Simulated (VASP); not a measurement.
# SrPb: Ag into a neighbouring Pb vacancy, part 4 of 4

Aim: the barrier for one hop in SrPb: Ag into a neighbouring Pb vacancy. The start is a cell from a database of measured crystal structures.

VASP 6.6.1, plane waves and PAW; the level of theory is named at each step.

So far. Step 3 (Relax the start): The run ended after 11 ionic steps, 0.115 eV below its first step, once the forces on the free atoms met EDIFFG = -0.05. Step 4 (Relax the end): The run ended after 15 ionic steps, 0.135 eV below its first step, once the forces on the free atoms met EDIFFG = -0.05.

**5. Nudged elastic band**

Level of this step: PBEsol; plane waves and PAW (Pb, Ag, Sr_sv) (VASP).

Images on a straight line between the ends relax across the path, while springs keep them spaced along it.

Input file INCAR:

```
SYSTEM = Sr8AgPb6
PREC = Normal
ENCUT = 280
EDIFF = 1E-05
NELM = 120
ISMEAR = 1
SIGMA = 0.15
LREAL = Auto
ALGO = Fast
GGA = PS
NBANDS = 72
LWAVE = .FALSE.
LCHARG = .FALSE.
IMAGES = 3
SPRING = -5
IBRION = 1
POTIM = 0.3
NSW = 60
EDIFFG = -0.05
ISYM = 0
ISIF = 0
```

Input file POSCAR:

```
Sr8AgPb6
1.0
    2.4763014201      6.0654077633      4.7820034763
    2.4763014201     -6.0654077633      4.7820034763
    9.9052056804      0.0000000000      0.0000000000
Pb Ag Sr
6 1 8
Direct
    0.2070054130      0.0472676947      0.6847880743
    0.7022195003      0.5391088958      0.4385405450
    0.7009309360      0.5454149037      0.9365381170
    0.2871970635      0.4584426002      0.5658867071
    0.8015767390      0.9497806530      0.3090836595
    0.7922834579      0.9645004813      0.8139013987
    0.3048261539      0.4662240239      0.0595094162
    0.4923033357      0.7524732451      0.1850943142
    0.4891236336      0.7648649558      0.6883013047
    0.9933308480      0.2618542024      0.4194276031
    0.9942861662      0.2633030502      0.9515297930
    0.0068520259      0.7265662080      0.0631579660
    0.9973647077      0.7340366031      0.5705148660
    0.5105541210      0.2401585758      0.3068816832
    0.5124890231      0.2505297181      0.8139014158
```

Input file KPOINTS:

```
Automatic mesh
0
Gamma
3 3 2
0 0 0
```

Input file 00/POSCAR:

```
Sr8AgPb6
1.0
    2.4763014201      6.0654077633      4.7820034763
    2.4763014201     -6.0654077633      4.7820034763
    9.9052056804      0.0000000000      0.0000000000
Pb Ag Sr
6 1 8
Direct
    0.2070054130      0.0472676947      0.6847880743
    0.7022195003      0.5391088958      0.4385405450
    0.7009309360      0.5454149037      0.9365381170
    0.2871970635      0.4584426002      0.5658867071
    0.8015767390      0.9497806530      0.3090836595
    0.7922834579      0.9645004813      0.8139013987
    0.3048261539      0.4662240239      0.0595094162
    0.4923033357      0.7524732451      0.1850943142
    0.4891236336      0.7648649558      0.6883013047
    0.9933308480      0.2618542024      0.4194276031
    0.9942861662      0.2633030502      0.9515297930
    0.0068520259      0.7265662080      0.0631579660
    0.9973647077      0.7340366031      0.5705148660
    0.5105541210      0.2401585758      0.3068816832
    0.5124890231      0.2505297181      0.8139014158
```

Input file 01/POSCAR:

```
Sr8AgPb6
1.0
    2.4763014201      6.0654077633      4.7820034763
    2.4763014201     -6.0654077633      4.7820034763
    9.9052056804      0.0000000000      0.0000000000
Pb Ag Sr
6 1 8
Direct
    0.2082815738      0.0457982966      0.6845881576
    0.7033699120      0.5380433198      0.4380718675
    0.7002486216      0.5465439408      0.9376113339
    0.2885031805      0.4570631807      0.5656227035
    0.8010925249      0.9509135644      0.3101857586
    0.7934297114      0.9636577870      0.8132484343
    0.2773126510      0.3579911572      0.0923424389
    0.4923182159      0.7575795672      0.1855188866
    0.4924819198      0.7650759344      0.6862280204
    0.9916759921      0.2586416605      0.4237212232
    0.9927879252      0.2622444930      0.9493542042
    0.0067939356      0.7314734144      0.0636878368
    1.0004072742      0.7341715446      0.5686303919
    0.5092448743      0.2393128179      0.3047537395
    0.5107082089      0.2474412004      0.8181033813
```

Input file 02/POSCAR:

```
Sr8AgPb6
1.0
    2.4763014201      6.0654077633      4.7820034763
    2.4763014201     -6.0654077633      4.7820034763
    9.9052056804      0.0000000000      0.0000000000
Pb Ag Sr
6 1 8
Direct
    0.2095577345      0.0443288986      0.6843882408
    0.7045203238      0.5369777439      0.4376031900
    0.6995663072      0.5476729780      0.9386845508
    0.2898092975      0.4556837612      0.5653586999
    0.8006083108      0.9520464758      0.3112878577
    0.7945759648      0.9628150926      0.8125954700
    0.2497991480      0.2497582904      0.1251754616
    0.4923330960      0.7626858892      0.1859434591
    0.4958402060      0.7652869129      0.6841547361
    0.9900211362      0.2554291186      0.4280148432
    0.9912896842      0.2611859359      0.9471786154
    0.0067358454      0.7363806207      0.0642177076
    1.0034498407      0.7343064861      0.5667459178
    0.5079356276      0.2384670600      0.3026257958
    0.5089273947      0.2443526828      0.8223053468
```

Input file 03/POSCAR:

```
Sr8AgPb6
1.0
    2.4763014201      6.0654077633      4.7820034763
    2.4763014201     -6.0654077633      4.7820034763
    9.9052056804      0.0000000000      0.0000000000
Pb Ag Sr
6 1 8
Direct
    0.2108338952      0.0428595005      0.6841883240
    0.7056707356      0.5359121680      0.4371345126
    0.6988839927      0.5488020151      0.9397577676
    0.2911154145      0.4543043418      0.5650946963
    0.8001240968      0.9531793873      0.3123899568
    0.7957222183      0.9619723983      0.8119425056
    0.2222856451      0.1415254237      0.1580084842
    0.4923479762      0.7677922113      0.1863680316
    0.4991984923      0.7654978914      0.6820814518
    0.9883662802      0.2522165768      0.4323084633
    0.9897914433      0.2601273788      0.9450030265
    0.0066777551      0.7412878271      0.0647475783
    1.0064924072      0.7344414276      0.5648614437
    0.5066263809      0.2376213021      0.3004978520
    0.5071465805      0.2412641651      0.8265073123
```

Input file 04/POSCAR:

```
Sr8AgPb6
1.0
    2.4763014201      6.0654077633      4.7820034763
    2.4763014201     -6.0654077633      4.7820034763
    9.9052056804      0.0000000000      0.0000000000
Pb Ag Sr
6 1 8
Direct
    0.2121100560      0.0413901024      0.6839884073
    0.7068211473      0.5348465920      0.4366658351
    0.6982016783      0.5499310522      0.9408309845
    0.2924215315      0.4529249223      0.5648306927
    0.7996398827      0.9543122987      0.3134920559
    0.7968684718      0.9611297040      0.8112895413
    0.1947721422      0.0332925570      0.1908415069
    0.4923628564      0.7728985334      0.1867926040
    0.5025567785      0.7657088700      0.6800081675
    0.9867114243      0.2490040349      0.4366020834
    0.9882932023      0.2590688216      0.9428274377
    0.0066196648      0.7461950334      0.0652774491
    1.0095349737      0.7345763691      0.5629769696
    0.5053171342      0.2367755442      0.2983699083
    0.5053657663      0.2381756474      0.8307092778
```

PAW data sets: Pb, Ag and Sr_sv (PBE family, release 64).

On the command line:

```sh
> mpirun -np 3 vasp_std
```

What it wrote:

```text
[banner, memory and clock lines left out]
running    3 mpi-ranks, on    1 nodes
 each image running on    1 cores
[...]
01/POSCAR found :  3 types and      15 ions
 [... a notice as in an earlier step ...]

 LDA part: xc-table for (Slater+PW92), standard interpolation
[...]
00/POSCAR found :  3 types and      15 ions
[...]
04/POSCAR found :  3 types and      15 ions
 POSCAR, INCAR and KPOINTS ok, starting setup
[...]
entering main loop
       N       E                     dE             d eps       ncg     rms          rms(c)
DAV:   1     0.604768547752E+03    0.60477E+03   -0.36214E+04  1528   0.842E+02
DAV:   2     0.142586000743E+02   -0.59051E+03   -0.57373E+03  1672   0.251E+02
DAV:   3    -0.455969984903E+02   -0.59856E+02   -0.59119E+02  1880   0.588E+01
DAV:   4    -0.500694541580E+02   -0.44725E+01   -0.44507E+01  2368   0.165E+01
[...]
RMM:  17    -0.483413327476E+02   -0.26629E-04   -0.25781E-04  2196   0.364E-02    0.120E-02
RMM:  18    -0.483413484128E+02   -0.15665E-04   -0.15126E-04  2029   0.277E-02    0.244E-02
RMM:  19    -0.483413551921E+02   -0.67793E-05   -0.71420E-05  1770   0.222E-02
   1 F= -.48341355E+02 E0= -.48337320E+02  d E =-.483414E+02
[...]
WARNING in EDDRMM: call to ZHEGV failed, returncode =   6  3     54
[... from here on, the cycles between the ionic steps are left out ...]
   2 F= -.48346112E+02 E0= -.48342119E+02  d E =-.475693E-02
[...]
WARNING in EDDRMM: call to ZHEGV failed, returncode =   6  3     34
[...]
WARNING in EDDRMM: call to ZHEGV failed, returncode =   6  3     44
   6 F= -.48388811E+02 E0= -.48385952E+02  d E =-.339700E-02
[...]
WARNING in EDDRMM: call to ZHEGV failed, returncode =   6  3     54
  11 F= -.48410537E+02 E0= -.48408213E+02  d E =-.508101E-02
[...]
WARNING in EDDRMM: call to ZHEGV failed, returncode =   6  3     56
[...]
WARNING in EDDRMM: call to ZHEGV failed, returncode =   6  3     50
  16 F= -.48432843E+02 E0= -.48430805E+02  d E =-.540467E-02
[...]
WARNING in EDDRMM: call to ZHEGV failed, returncode =   6  3     49
[...]
WARNING in EDDRMM: call to ZHEGV failed, returncode =   6  3     37
WARNING in EDDRMM: call to ZHEGV failed, returncode =   6  3     47
[...]
WARNING in EDDRMM: call to ZHEGV failed, returncode =   8  4     40
[...]
WARNING in EDDRMM: call to ZHEGV failed, returncode =   6  3     42
  21 F= -.48453152E+02 E0= -.48451641E+02  d E =0.126658E-02
[...]
WARNING in EDDRMM: call to ZHEGV failed, returncode =   6  3     55
  26 F= -.48449370E+02 E0= -.48447704E+02  d E =0.160335E-02
[...]
WARNING in EDDRMM: call to ZHEGV failed, returncode =   8  4     58
[...]
WARNING in EDDRMM: call to ZHEGV failed, returncode =   6  3     58
[...]
WARNING in EDDRMM: call to ZHEGV failed, returncode =   8  4     56
[...]
WARNING in EDDRMM: call to ZHEGV failed, returncode =   8  4     35
WARNING in EDDRMM: call to ZHEGV failed, returncode =   6  3     38
  31 F= -.48439719E+02 E0= -.48437857E+02  d E =0.962477E-02
[...]
WARNING in EDDRMM: call to ZHEGV failed, returncode =   6  3     56
[...]
WARNING in EDDRMM: call to ZHEGV failed, returncode =   6  3     58
[...]
WARNING in EDDRMM: call to ZHEGV failed, returncode =   6  3     47
[...]
WARNING in EDDRMM: call to ZHEGV failed, returncode =   6  3     38
[...]
WARNING in EDDRMM: call to ZHEGV failed, returncode =   6  3     37
[...]
WARNING in EDDRMM: call to ZHEGV failed, returncode =   6  3     44
  36 F= -.48450149E+02 E0= -.48448520E+02  d E =-.113249E-02
[...]
WARNING in EDDRMM: call to ZHEGV failed, returncode =   6  3     51
[...]
WARNING in EDDRMM: call to ZHEGV failed, returncode =   6  3     51
[...]
WARNING in EDDRMM: call to ZHEGV failed, returncode =   6  3     49
  41 F= -.48458706E+02 E0= -.48457381E+02  d E =-.773822E-03
[...]
WARNING in EDDRMM: call to ZHEGV failed, returncode =   6  3     57
  46 F= -.48460204E+02 E0= -.48458890E+02  d E =0.996253E-03
[...]
WARNING in EDDRMM: call to ZHEGV failed, returncode =   6  3     61
[...]
WARNING in EDDRMM: call to ZHEGV failed, returncode =   8  4     58
WARNING in EDDRMM: call to ZHEGV failed, returncode =   6  3     57
[...]
WARNING in EDDRMM: call to ZHEGV failed, returncode =   8  4     60
  51 F= -.48461878E+02 E0= -.48460585E+02  d E =0.574665E-04
[...]
WARNING in EDDRMM: call to ZHEGV failed, returncode =   6  3     35
[...]
WARNING in EDDRMM: call to ZHEGV failed, returncode =   8  4     35
  56 F= -.48462858E+02 E0= -.48461588E+02  d E =-.136934E-02
  59 F= -.48465204E+02 E0= -.48463921E+02  d E =-.184919E-02
[...]
WARNING in EDDRMM: call to ZHEGV failed, returncode =   8  4     56
  60 F= -.48466363E+02 E0= -.48465076E+02  d E =-.115951E-02
 BRION: g(F)=  0.127E-02 g(S)=  0.000E+00
 BRIONS problems: POTIM should be increased
 retain N=  1 mean eig=12.31
 eig:  12.308
```

The job ended after 87 min (3 MPI ranks of AMD EPYC 7R43, shared host; peak memory 0.77 GiB).

From OUTCAR (step 5):

```text
  tangential force (eV/A)        -0.439791
  left and right image   1.039730  1.042940 A

  tangential force (eV/A)        -0.442825
  left and right image   1.047960  1.050784 A

 k-point     1 :       0.0000    0.0000    0.0000
  band No.  band energies     occupation
    ...
     54       2.0429      2.00000
     55       2.1079      2.00000
     56       2.5158      2.00162
     57       2.9110      0.90583
     58       2.9472      0.52091
     59       3.1046     -0.06705
     60       3.4388     -0.00001
     61       3.5068     -0.00000
     62       3.5797     -0.00000
     63       3.9208     -0.00000
    ...

 POSITION                                       TOTAL-FORCE (eV/Angst)
 -----------------------------------------------------------------------------------
      7.43858      1.08480      1.09664        -0.006337      0.004158     -0.017684
      7.41629      1.09966      5.85006         0.010094      0.022485     -0.037074
     12.38341      0.91551      5.70856        -0.006233      0.057508      0.035980
      7.43593     -0.95153      3.46641         0.003677      0.014053     -0.019858
      7.39747     -0.65944      8.40548        -0.003906     -0.006099     -0.066157
     12.40500     -0.94825      8.24216        -0.001363     -0.004186     -0.005594
      2.49361     -0.52708      3.05645         0.005793     -0.265485      0.326069
      4.99371     -1.51564      5.91858        -0.013542      0.042463     -0.045348
      9.84000     -1.54368      5.95172         0.001096      0.004351     -0.028298
      7.38054      4.55021      5.81014        -0.044185      0.012169      0.011314
     12.42586      4.49096      5.80189         0.042201      0.035449      0.001763
      2.39787     -4.24066      3.34946        -0.007317      0.047330     -0.040078
      7.51873     -4.36930      3.35335         0.014451      0.017810     -0.048755
      4.96986      1.76731      3.51920        -0.017696      0.006929     -0.031903
      9.90792      1.66863      3.52729         0.023268      0.011064     -0.034376
 -----------------------------------------------------------------------------------
    total drift:                                0.002008      0.015086      0.006852

  FREE ENERGIE OF THE ION-ELECTRON SYSTEM (eV)
  ---------------------------------------------------
  free  energy   TOTEN  =       -48.4663632911 eV

  energy  without entropy=      -48.4625027318  energy(sigma->0) =      -48.46507644

  tangential force (eV/A)        -0.441769
  left and right image   1.054314  1.056853 A

[... 5 parts as in an earlier step ...]

[... 10 further parts left out ...]
[key lines of the parts left out:]
E-fermi :   2.9026
```

CONTCAR:

```
Sr8AgPb6
   1.00000000000000
     2.4763014201000000    6.0654077632999996    4.7820034762999999
     2.4763014201000000   -6.0654077632999996    4.7820034762999999
     9.9052056803999999    0.0000000000000000    0.0000000000000000
  Pb              Ag              Sr
     6     1     8
Direct
     0.2040884896906543    0.0252384798820370    0.6936447476274166
     0.7023245834028095    0.5210235533452221    0.4428899700993859
     0.6723491328215788    0.5214095076708162    0.9517522054127733
     0.2840043532091497    0.4408828651669520    0.5694878913322767
     0.8245057625323237    0.9332271223874076    0.3073930746044698
     0.7836205534195095    0.9399578531760900    0.8214768948069895
     0.2761293101280378    0.3630280398753764    0.0919580510298222
     0.4938977001207505    0.7437799088183544    0.1947305091042838
     0.4950508237343754    0.7495566802614623    0.6822648406440406
     0.9825960161166485    0.2324056373632255    0.4413665215275437
     0.9768481409266587    0.2364270454516728    0.9511592563328024
     0.0006377598247123    0.6997923396620573    0.0669742803775980
    -0.0095602105054897    0.7108042935550539    0.5837570945622984
     0.5136510536747777    0.2222753508494997    0.3177611085458265
     0.5063618649738468    0.2312564839033602    0.8158689499276379
```

The band used up its steps before its forces met the threshold, so no barrier is taken from it.

**6. What came out**

| Quantity | Value |
| --- | --- |
| result | none |

The session ends without its result: «nudged elastic band» used up its steps.

[Lines on the potential files, build, host, timing and source positions are cut from VASP's logs without a mark.]

[Logs are printed without paths, hosts, clocks, repeated set-up lines and the standing remarks that a program may print on its own settings, such as how far it seeks lower states.]

[Hosts, paths, dates, database ids (printed as entryN), source tags and the programs' standing remarks are cut or masked in the printed files.]

[Runs that stopped without an error message from VASP are left out.]
